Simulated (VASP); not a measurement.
These are r2SCAN meta-GGA, VASP's PBE PAW potentials (set 64) (plane waves; VASP) values and carry that method's errors.

The input files of a VASP run:

### INCAR
```
SYSTEM = WSe2
PREC = Accurate
ENCUT = 400
EDIFF = 1E-7
NELM = 200
ALGO = All
LREAL = .FALSE.
LASPH = .TRUE.
ISMEAR = 0
SIGMA = 0.05
METAGGA = R2SCAN
LMIXTAU = .TRUE.
LMAXMIX = 6
LWAVE = .FALSE.
LCHARG = .FALSE.
LORBIT = 11
NEDOS = 601
ISIF = 2
LEFG = .TRUE.
```

KPOINTS:
```
Automatic mesh
0
G
9 9 1
0 0 0
```

### KPOINTS_OPT
```
k-points along high-symmetry lines
6
Line-mode
Reciprocal
  0.000000   0.000000   0.000000 ! GAMMA
  0.500000   0.000000   0.000000 ! M

  0.500000   0.000000   0.000000 ! M
  0.333333   0.333333   0.000000 ! K

  0.333333   0.333333   0.000000 ! K
  0.000000   0.000000   0.000000 ! GAMMA

  0.000000   0.000000   0.000000 ! GAMMA
  0.000000   0.000000   0.500000 ! A

  0.000000   0.000000   0.500000 ! A
  0.500000   0.000000   0.500000 ! L

  0.500000   0.000000   0.500000 ! L
  0.333333   0.333333   0.500000 ! H

  0.333333   0.333333   0.500000 ! H
  0.000000   0.000000   0.500000 ! A

  0.500000   0.000000   0.500000 ! L
  0.500000   0.000000   0.000000 ! M

  0.333333   0.333333   0.500000 ! H
  0.333333   0.333333   0.000000 ! K
```

POSCAR:
```
WSe2
1
    3.3174466236     0.0000000000     0.0000000000
   -1.6587233118     2.8729926663    -0.0000000000
    0.0000000000    -0.0000000000    24.0459303813
W Se
2 4
Direct
  0.6666670000   0.3333330000   0.1415130530
  0.3333330000   0.6666670000   0.8584869470
  0.3333330000   0.6666670000   0.2106628610
  0.6666670000   0.3333330000   0.7893371390
  0.6666670000   0.3333330000   0.9276690170
  0.3333330000   0.6666670000   0.0723309830
```

POTCAR, in this order: W_sv Se (PBE.64 set). Program: vasp_std.

Output

**OSZICAR**
```
       N       E                     dE             d eps       ncg     rms           ort
DAV:   1     0.303627527073E+03    0.30363E+03   -0.25130E+04   372   0.125E+03
DAV:   2    -0.146423812259E+03   -0.45005E+03   -0.44073E+03   372   0.334E+02
DAV:   3    -0.176148168260E+03   -0.29724E+02   -0.29513E+02   372   0.835E+01
DAV:   4    -0.177034203922E+03   -0.88604E+00   -0.88414E+00   372   0.148E+01
DAV:   5    -0.177054111295E+03   -0.19907E-01   -0.19895E-01   372   0.230E+00
SDA:   6    -0.159357679933E+03    0.17696E+02   -0.19895E-01   372   0.264E+02   0.000E+00
CGA:   7    -0.162664936994E+03   -0.33073E+01   -0.32792E+01   372   0.375E+01   0.194E-01
CGA:   8    -0.163167378604E+03   -0.50244E+00   -0.50262E+00   372   0.197E+01   0.106E-02
CGA:   9    -0.163387183889E+03   -0.21981E+00   -0.21969E+00   372   0.701E+00   0.163E-02
CGA:  10    -0.163463018020E+03   -0.75834E-01   -0.75821E-01   372   0.276E+00   0.331E-03
CGA:  11    -0.163501017088E+03   -0.37999E-01   -0.38005E-01   372   0.136E+00   0.409E-04
CGA:  12    -0.163521758391E+03   -0.20741E-01   -0.20745E-01   372   0.584E-01   0.802E-04
CGA:  13    -0.163531049317E+03   -0.92909E-02   -0.92917E-02   372   0.316E-01   0.774E-04
CGA:  14    -0.163537454962E+03   -0.64056E-02   -0.64021E-02   372   0.188E-01   0.983E-04
CGA:  15    -0.163541203158E+03   -0.37482E-02   -0.37473E-02   372   0.990E-02   0.313E-04
CGA:  16    -0.163543165061E+03   -0.19619E-02   -0.19627E-02   372   0.447E-02  -0.289E-04
CGA:  17    -0.163544140365E+03   -0.97530E-03   -0.97663E-03   372   0.202E-02  -0.303E-04
CGA:  18    -0.163544552772E+03   -0.41241E-03   -0.41272E-03   372   0.838E-03  -0.122E-04
CGA:  19    -0.163544756642E+03   -0.20387E-03   -0.20423E-03   372   0.383E-03  -0.572E-05
CGA:  20    -0.163544848743E+03   -0.92101E-04   -0.92017E-04   372   0.184E-03   0.170E-05
CGA:  21    -0.163544896983E+03   -0.48240E-04   -0.47945E-04   372   0.904E-04   0.433E-05
CGA:  22    -0.163544923023E+03   -0.26040E-04   -0.26014E-04   372   0.459E-04   0.258E-06
CGA:  23    -0.163544935429E+03   -0.12406E-04   -0.12504E-04   372   0.242E-04  -0.154E-05
CGA:  24    -0.163544941035E+03   -0.56057E-05   -0.56280E-05   372   0.130E-04  -0.808E-06
CGA:  25    -0.163544943518E+03   -0.24833E-05   -0.24760E-05   372   0.617E-05  -0.357E-06
CGA:  26    -0.163544944804E+03   -0.12861E-05   -0.12863E-05   372   0.272E-05   0.579E-07
CGA:  27    -0.163544945435E+03   -0.63147E-06   -0.62618E-06   372   0.116E-05   0.369E-06
CGA:  28    -0.163544945759E+03   -0.32347E-06   -0.31863E-06   372   0.618E-06   0.189E-06
CGA:  29    -0.163544945939E+03   -0.18046E-06   -0.17983E-06   372   0.408E-06   0.178E-07
CGA:  30    -0.163544946024E+03   -0.84280E-07   -0.84607E-07   372   0.233E-06   0.918E-08
   1 F= -.16354495E+03 E0= -.16354495E+03  d E =-.584721E-15
       N       E                     dE             ncg
       N       E                     dE             ncg
       N       E                     dE             ncg
       N       E                     dE             ncg
       N       E                     dE             ncg
```

**OUTCAR**
```
------------------------ aborting loop because EDIFF is reached ----------------------------------------
  FORCE on cell =-STRESS in cart. coord.  units (eV):
  Direction    XX          YY          ZZ          XY          YZ          ZX
  --------------------------------------------------------------------------------------
  Total       -0.0742824     -0.0742824     -0.0660397      0.0000000      0.0000000     -0.0000000
  in kB       -0.5192979     -0.5192978     -0.4616745      0.0000000      0.0000000     -0.0000000
  external PRESSURE =      -0.5000901 kB  Pullay stress =       0.0000000 kB
  volume of cell :      229.18
      direct lattice vectors                 reciprocal lattice vectors
     3.317446624  0.000000000  0.000000000     0.301436651  0.174034555  0.000000000
    -1.658723312  2.872992666  0.000000000     0.000000000  0.348069110  0.000000000
     0.000000000  0.000000000 24.045930381     0.000000000  0.000000000  0.041587079
 POSITION                                       TOTAL-FORCE (eV/Angst)
 -----------------------------------------------------------------------------------
      1.65872      0.95766      3.40281         0.000000     -0.000000      0.009988
     -0.00000      1.91533     20.64312        -0.000000      0.000000     -0.009988
     -0.00000      1.91533      5.06558         0.000000      0.000000     -0.011278
      1.65872      0.95766     18.98035        -0.000000      0.000000      0.011278
      1.65872      0.95766     22.30666        -0.000000      0.000000     -0.010650
     -0.00000      1.91533      1.73927         0.000000     -0.000000      0.010650
 -----------------------------------------------------------------------------------
    total drift:                               -0.000000     -0.000000      0.000000
  FREE ENERGIE OF THE ION-ELECTRON SYSTEM (eV)
  ---------------------------------------------------
  free  energy   TOTEN  =      -163.5449460236 eV

  energy  without entropy=     -163.5449460236  energy(sigma->0) =     -163.54494602

 total charge

# of ion       s       p       d       tot
------------------------------------------
    1        2.301   6.278   3.343  11.922
    2        2.301   6.278   3.343  11.922
    3        1.471   2.401   0.068   3.941
    4        1.471   2.401   0.068   3.941
    5        1.473   2.398   0.069   3.940
    6        1.473   2.398   0.069   3.940
--------------------------------------------------
tot         10.490  22.154   6.962  39.605

 Electric field gradients after diagonalization (V/A^2)
 (convention: |V_zz| > |V_xx| > |V_yy|)
----------------------------------------------------------------------
 ion       V_xx      V_yy      V_zz     asymmetry (V_yy - V_xx)/ V_zz
----------------------------------------------------------------------
   1      77.055    77.045  -154.100       0.000
   2      77.055    77.045  -154.100       0.000
   3      45.270    45.269   -90.540       0.000
   4      45.270    45.269   -90.540       0.000
   5      42.899    42.898   -85.798       0.000
   6      42.899    42.898   -85.798       0.000
```
(Selected blocks of OUTCAR.)

File OUTCAR:
```
 val. band max:        0.6188475291   @ k =   0.0000   0.0000   0.0000

 cond. band min:       2.1889916312   @ k =   0.3333   0.3333   0.0000


 Fermi energy:         0.8797154291

 k-point     1 :       0.0000    0.0000    0.0000
  band No.  band energies     occupation
      1     -75.4599      2.00000
      2     -75.4599      2.00000
      3     -39.0345      2.00000
      4     -39.0345      2.00000
      5     -38.9337      2.00000
      6     -38.9337      2.00000
      7     -38.9337      2.00000
      8     -38.9337      2.00000
      9     -14.8626      2.00000
     10     -14.7986      2.00000
     11     -13.5292      2.00000
     12     -13.4182      2.00000
     13      -6.0501      2.00000
     14      -5.6847      2.00000
     15      -2.1124      2.00000
     16      -1.9960      2.00000
     17      -1.9960      2.00000
     18      -1.9915      2.00000
     19      -1.9915      2.00000
     20      -1.2328      2.00000
     21      -0.8360      2.00000
     22      -0.8359      2.00000
     23      -0.8224      2.00000
     24      -0.8224      2.00000
     25       0.1436      2.00000
     26       0.6188      2.00000
     27       3.6175      0.00000
     28       3.6226      0.00000
     29       3.6600      0.00000
     30       3.7437      0.00000
     31       3.8195      0.00000

 k-point     2 :       0.1111    0.0000    0.0000
  band No.  band energies     occupation
      1     -75.4587      2.00000
      2     -75.4587      2.00000
      3     -39.0292      2.00000
      4     -39.0292      2.00000
      5     -38.9608      2.00000
      6     -38.9608      2.00000
      7     -38.9400      2.00000
      8     -38.9400      2.00000
      9     -14.6754      2.00000
     10     -14.6118      2.00000
     11     -13.4357      2.00000
     12     -13.3300      2.00000
     13      -5.8145      2.00000
     14      -5.4499      2.00000
     15      -2.5305      2.00000
     16      -2.5210      2.00000
     17      -2.4167      2.00000
...
```

The cell holds a wide vacuum, so values per volume refer to the whole cell. The all-band solver leaves the empty bands unoptimised. Unless said otherwise, spin-orbit coupling is left out, though it shifts the bands of the heavy elements here.

The cell is a sheet with vacuum, built from a database entry that may be metastable or hypothetical.
